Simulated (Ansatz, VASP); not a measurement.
# W (W(100) film of 4 layers) in two plane-wave programs, part 2 of 2

One calculation is typed for both programs; each brings its own data sets. How far apart do they land? The structure shown is the start of the Ansatz relaxation below; VASP solves that cell, so the two are compared at the walk's first step.

VASP 6.6.1 and Ansatz 0.2.0.

So far. Step 4 (Differences): The forces differ by 88 meV/Å r.m.s., which is 7.0 % of the r.m.s. force of 1.248 eV/Å (both taken over all components). With vacuum in the cell, a pressure given here is an average over mostly empty space and none of the material.

## (5) Ansatz: relaxation, PBEsol

Level of this step: Ansatz beside VASP: Kohn-Sham DFT, plane waves, PBEsol (Ansatz).

The two programs are compared at the cell with which this relaxation starts, whose forces are those of its first step.

The structure compared here is the start of the Ansatz relaxation; VASP solves that cell, so the two are compared at the walk's first step.

File input.yaml:

```yaml
crystal:
  lattice:
    - [3.0562407456, 0.0, 0.0]
    - [0.0, 3.0562407456, 0.0]
    - [0.0, 0.0, 33.2799998984]
  atoms:
    - { symbol: W, position: [0.0, 0.0, 0.1664551874] }
    - { symbol: W, position: [0.5, 0.5, 0.210982668] }
    - { symbol: W, position: [0.0, 0.0, 0.2619740642] }
    - { symbol: W, position: [0.5, 0.5, 0.3065015448] }
  periodic: [true, true, false]
kpoints:
  mp_grid: { grid: [10, 10, 1] }
hamiltonian:
  xc: pbesol
scf:
  occupations: { method: gaussian, width: 0.1 }
output:
  forces: true
  stress: true
  eigenvalues: true
relax:
  adjacent_minimum: "off"
  f_tol: 0.005
  max_steps: 80
  cell: { stress_2d_tol: 0.02 }
```

On the command line:

```bash
$ ansatz run input.yaml --threads 4 --pin off --max-ram 16384MiB --backend cpu --events-out ev --progress --plain --runs-dir out
```

Numbers of over 12 decimals in the logs are rounded to 6 here.

The log of the run:

```text
[...]
Crystal: 4 atoms, lattice volume = 310.855 Å³
Basis set: ecut = 420 eV, 6039 PW (Γ), exchange–correlation on 48×48×450 points (8 copies of the dense FFT grid, shifted against one another)
Bands: 34, of which v1, the nominal top of the filled ones, is band 28 counted from 1 (27 counted from 0)
Symmetry: 16 space group operations
[...]
k-points: 21 of 100
[...]
--- Relaxed structure (5 steps of the walk, 5 accepted, 1 SCFs on fresh bases) ---
[...]
cell:  # Å, volume = 314.8859 Å³
    - [3.075990, 0, 0.0]
    - [0, 3.075990, 0.0]
    - [0.0, 0.0, 33.2799998984]
  atoms:
    - { symbol: W, position: [0, 0, 0.167454] }
    - { symbol: W, position: [0.500000, 0.500000, 0.210695] }
    - { symbol: W, position: [0, 0, 0.262261] }
    - { symbol: W, position: [0.500000, 0.500000, 0.305503] }
[key lines of the parts left out:]
SCF converged after 8 iterations
Free energy (F): -41020.969345 eV
Fermi energy:    -4.288040 eV
P = ½ c Tr σ = 0.0123 N/m
```

## (6) VASP: single point, PBEsol, start cell, pair 2

The same cell, functional, mesh and smearing now go to VASP, with its own data sets.

File INCAR:

```
SYSTEM = W
PREC = Accurate
ENCUT = 520
EDIFF = 1E-06
NELM = 120
ISMEAR = 0
SIGMA = 0.1
LREAL = .FALSE.
ALGO = Normal
GGA = PS
NBANDS = 18
LASPH = .TRUE.
LORBIT = 11
LWAVE = .FALSE.
LCHARG = .FALSE.
ISIF = 2
LDIPOL = .TRUE.
IDIPOL = 3
DIPOL = 0.5 0.5 0.236
LVHAR = .TRUE.
GGA_COMPAT = .FALSE.
NELMDL = -8
KPAR = 2
```

File POSCAR:

```
W
1.0
    3.0562410000      0.0000000000      0.0000000000
    0.0000000000      3.0562410000      0.0000000000
    0.0000000000      0.0000000000     33.2800000000
W
4
Direct
    0.0000000000      0.0000000000      0.1664551983
    0.4999998364      0.4999998364      0.2109826623
    0.0000000000      0.0000000000      0.2619740685
    0.4999998364      0.4999998364      0.3065015325
```

File KPOINTS:

```
Automatic mesh
0
Gamma
10 10 1
0 0 0
```

Potentials, in the order of the species: W (PBE family, release 64).

On the command line:

```bash
$ mpirun -np 2 vasp_std
```

The log of the run:

```text
[banner, memory and clock lines left out]
running    2 mpi-ranks, on    1 nodes
[...]
[... a notice as in an earlier step ...]

 LDA part: xc-table for (Slater+PW92), standard interpolation
 POSCAR, INCAR and KPOINTS ok, starting setup
[...]
entering main loop
       N       E                     dE             d eps       ncg     rms          rms(c)
DAV:   1     0.137315835653E+03    0.13732E+03   -0.76433E+03   756   0.951E+02
DAV:   2    -0.340133419437E+02   -0.17133E+03   -0.16322E+03  1204   0.186E+02
DAV:   3    -0.538120730228E+02   -0.19799E+02   -0.19269E+02   934   0.730E+01
DAV:   4    -0.547156431059E+02   -0.90357E+00   -0.87775E+00  1256   0.154E+01
[...]
DAV:  26    -0.502285041202E+02   -0.24218E-05   -0.35999E-07   438   0.369E-03    0.211E-03
DAV:  27    -0.502285059698E+02   -0.18496E-05   -0.19863E-07   490   0.285E-03    0.157E-03
DAV:  28    -0.502285066067E+02   -0.63700E-06   -0.55380E-08   424   0.133E-03
   1 F= -.50228507E+02 E0= -.50220171E+02  d E =-.166709E-01
```

Parts of OUTCAR (step 6):

```text
  Total       -0.9906038     -0.9906038     -1.6850020      0.0000000      0.0000000      0.0000000
  in kB       -5.1056619     -5.1056619     -8.6846533      0.0000000      0.0000000      0.0000000
  external PRESSURE =      -6.2986590 kB  Pullay stress =       0.0000000 kB

 POSITION                                       TOTAL-FORCE (eV/Angst)
 -----------------------------------------------------------------------------------
      0.00000      0.00000      5.53963         0.000000      0.000000      0.560150
      1.52812      1.52812      7.02150         0.000000      0.000000     -0.560674
      0.00000      0.00000      8.71850         0.000000     -0.000000      0.560674
      1.52812      1.52812     10.20037         0.000000      0.000000     -0.560150
 -----------------------------------------------------------------------------------
    total drift:                                0.000011      0.000011     -0.000058

  FREE ENERGIE OF THE ION-ELECTRON SYSTEM (eV)
  ---------------------------------------------------
  free  energy   TOTEN  =       -50.2285066067 eV

  energy  without entropy=      -50.2118356676  energy(sigma->0) =      -50.22017114

[... 3 further parts left out ...]
[key lines of the parts left out:]
E-fermi :  -1.8862
```

The run ends at a pressure of -0.63 GPa, with forces up to 0.56 eV/Å.

## (7) Side by side

What differs besides the data sets and the points named for the pairs above, as far as they apply: the data sets hold 56 valence electrons in Ansatz (on its default PAW (the set named soft_2) files) and 24 in VASP. Total energies have different zeros and are not compared.

Forces (eV/Å; atoms numbered as in POSCAR):

```tsv
atom	Ansatz x, y, z	VASP x, y, z
W1	0.000, 0.000, 0.272	0.000, 0.000, 0.560
W2	0.000, 0.000, -0.385	0.000, 0.000, -0.561
W3	0.000, 0.000, 0.385	0.000, 0.000, 0.561
W4	0.000, 0.000, -0.272	0.000, 0.000, -0.560
```

The forces differ by 138 meV/Å r.m.s., which is 42.6 % of the r.m.s. force of 0.324 eV/Å (both taken over all components). With vacuum in the cell, a pressure given here is an average over mostly empty space and none of the material.

## (8) Ansatz: relaxation, PBEsol

The two programs are compared at the cell with which this relaxation starts, whose forces are those of its first step.

The structure compared here is the start of the Ansatz relaxation; VASP solves that cell, so the two are compared at the walk's first step.

File input.yaml:

```yaml
crystal:
  lattice:
    - [3.0759903455, 0.0, 0.0]
    - [0.0, 3.0759903455, 0.0]
    - [0.0, 0.0, 33.2799998984]
  atoms:
    - { symbol: W, position: [0.0, 0.0, 0.1674537195] }
    - { symbol: W, position: [0.5, 0.5, 0.2106952529] }
    - { symbol: W, position: [0.0, 0.0, 0.2622614793] }
    - { symbol: W, position: [0.5, 0.5, 0.3055030127] }
  periodic: [true, true, false]
kpoints:
  mp_grid: { grid: [10, 10, 1] }
hamiltonian:
  xc: pbesol
scf:
  occupations: { method: methfessel_paxton, width: 0.2 }
output:
  forces: true
  stress: true
  eigenvalues: true
  write_density: true
  write_potential: true
  elf: true
  volumetric_format: npy
relax:
  adjacent_minimum: "off"
  f_tol: 0.001
  max_steps: 60
  cell: { stress_2d_tol: 0.002 }
```

On the command line:

```bash
$ ansatz run input.yaml --threads 4 --pin off --max-ram 16384MiB --backend cpu --events-out ev --progress --plain --runs-dir out
```

The log of the run:

```text
[...]
Crystal: 4 atoms, lattice volume = 314.886 Å³
Basis set: ecut = 420 eV, 6183 PW (Γ), exchange–correlation on 48×48×450 points (8 copies of the dense FFT grid, shifted against one another)
Bands: 34, of which v1, the nominal top of the filled ones, is band 28 counted from 1 (27 counted from 0)
Symmetry: 16 space group operations
[...]
k-points: 21 of 100
[...]
--- Relaxed structure (5 steps of the walk, 4 accepted, 1 SCFs on fresh bases) ---
[...]
cell:  # Å, volume = 315.0872 Å³
    - [3.076973, 0.0, 0.0]
    - [0.0, 3.076973, 0.0]
    - [0.0, 0.0, 33.2799998984]
  atoms:
    - { symbol: W, position: [0.0, 0.0, 0.167506] }
    - { symbol: W, position: [0.500000, 0.500000, 0.210687] }
    - { symbol: W, position: [0, 0.0, 0.262270] }
    - { symbol: W, position: [0.500000, 0.500000, 0.305450] }
[key lines of the parts left out:]
SCF converged after 8 iterations
Free energy (F): -41020.957093 eV
Fermi energy:    -4.282474 eV
P = ½ c Tr σ = -0.0001 N/m
```

## (9) VASP: single point, PBEsol, start cell, pair 3

The same cell, functional, mesh and smearing now go to VASP, with its own data sets.

INCAR, as its differences from that of step 6:

```diff
@@ -5,4 +5,4 @@
 NELM = 120
-ISMEAR = 0
-SIGMA = 0.1
+ISMEAR = 1
+SIGMA = 0.2
 LREAL = .FALSE.
```

File POSCAR:

```
W
1.0
    3.0759900000      0.0000000000      0.0000000000
    0.0000000000      3.0759900000      0.0000000000
    0.0000000000      0.0000000000     33.2800000000
W
4
Direct
    0.0000000000      0.0000000000      0.1674537260
    0.5000000000      0.5000000000      0.2106952524
    0.0000000000      0.0000000000      0.2622614784
    0.5000000000      0.5000000000      0.3055030048
```

KPOINTS is that of step 6.

On the command line:

```bash
$ mpirun -np 2 vasp_std
```

The log of the run:

```text
[... set-up lines as in an earlier step ...]
 entering main loop
       N       E                     dE             d eps       ncg     rms          rms(c)
DAV:   1     0.138522721298E+03    0.13852E+03   -0.77043E+03   756   0.954E+02
DAV:   2    -0.341886544636E+02   -0.17271E+03   -0.16451E+03  1198   0.189E+02
DAV:   3    -0.538284902355E+02   -0.19640E+02   -0.19182E+02   952   0.731E+01
DAV:   4    -0.546697834795E+02   -0.84129E+00   -0.81045E+00  1230   0.148E+01
[...]
DAV:  25    -0.502385560323E+02   -0.33027E-05   -0.13566E-07   446   0.284E-03    0.399E-03
DAV:  26    -0.502385595759E+02   -0.35435E-05   -0.13498E-07   510   0.157E-03    0.722E-04
DAV:  27    -0.502385605164E+02   -0.94051E-06   -0.37175E-08   436   0.105E-03
   1 F= -.50238561E+02 E0= -.50239158E+02  d E =0.179292E-02
```

Parts of OUTCAR (step 9):

```text
  Total       -1.2925892     -1.2925892     -1.1353449      0.0000000     -0.0000000      0.0000000
  in kB       -6.5768503     -6.5768503     -5.7767722      0.0000000     -0.0000000      0.0000000
  external PRESSURE =      -6.3101576 kB  Pullay stress =       0.0000000 kB

 POSITION                                       TOTAL-FORCE (eV/Angst)
 -----------------------------------------------------------------------------------
      0.00000      0.00000      5.57286         0.000000      0.000000      0.324478
      1.53800      1.53800      7.01194         0.000000     -0.000000     -0.221443
      0.00000      0.00000      8.72806         0.000000      0.000000      0.221443
      1.53800      1.53800     10.16714         0.000000     -0.000000     -0.324478
 -----------------------------------------------------------------------------------
    total drift:                               -0.000000     -0.000000     -0.000040

  FREE ENERGIE OF THE ION-ELECTRON SYSTEM (eV)
  ---------------------------------------------------
  free  energy   TOTEN  =       -50.2385605164 eV

  energy  without entropy=      -50.2403534404  energy(sigma->0) =      -50.23915816

[... 1 part as in an earlier step ...]

[... 2 further parts left out ...]
[key lines of the parts left out:]
E-fermi :  -1.8963
```

The run ends at a pressure of -0.63 GPa, with forces up to 0.32 eV/Å.

## (10) Side by side

What differs besides the data sets and the points named for the pairs above, as far as they apply: the data sets hold 56 valence electrons in Ansatz (on its default PAW (the set named soft_2) files) and 24 in VASP. Total energies have different zeros and are not compared.

Forces (eV/Å; atoms numbered as in POSCAR):

```tsv
atom	Ansatz x, y, z	VASP x, y, z
W1	0.000, 0.000, 0.015	0.000, 0.000, 0.324
W2	0.000, 0.000, -0.016	0.000, 0.000, -0.221
W3	0.000, 0.000, 0.016	0.000, 0.000, 0.221
W4	0.000, 0.000, -0.015	0.000, 0.000, -0.324
```

The forces differ by 152 meV/Å r.m.s., where the r.m.s. force is 0.009 eV/Å in Ansatz and 0.160 eV/Å in VASP: the atoms lie near their places of rest in Ansatz, so a percentage would say little (all taken over all components). With vacuum in the cell, a pressure given here is an average over mostly empty space and none of the material.

## (11) What came out

```yaml
r_m_s_force_difference_single_point_pbesol_start_cell_pair_1: 7.0 % of the r.m.s. force
r_m_s_force_difference_single_point_pbesol_start_cell_pair_2: 43 % of the r.m.s. force
r_m_s_force_difference_single_point_pbesol_start_cell_pair_3: 152 meV/Å
```

What this shows: The r.m.s. force difference is 43 % of the r.m.s. force (single point, PBEsol, start cell, pair 2), beyond the 3 % picked in this series as the mark of a large difference. The data sets hold unlike numbers of valence electrons (56 in Ansatz and 24 in VASP), so part of the differences comes from the potentials. What causes the difference of the single point, PBEsol, start cell, pair 1 pair stays open here. What causes the difference of the single point, PBEsol, start cell, pair 2 pair stays open here. What causes the difference of the single point, PBEsol, start cell, pair 3 pair stays open here. 3 further runs of this series are not shown here. How closely two codes agree says nothing of how well the functional describes the real material.

[Lines on the potential files, build, host, timing and source positions are cut from VASP's logs without a mark.]

[Logs are printed without paths, hosts, clocks, repeated set-up lines and the standing remarks that a program may print on its own settings, such as how far it seeks lower states.]

[Hosts, paths, dates, database ids (printed as entryN), source tags and the programs' standing remarks are cut or masked in the printed files.]
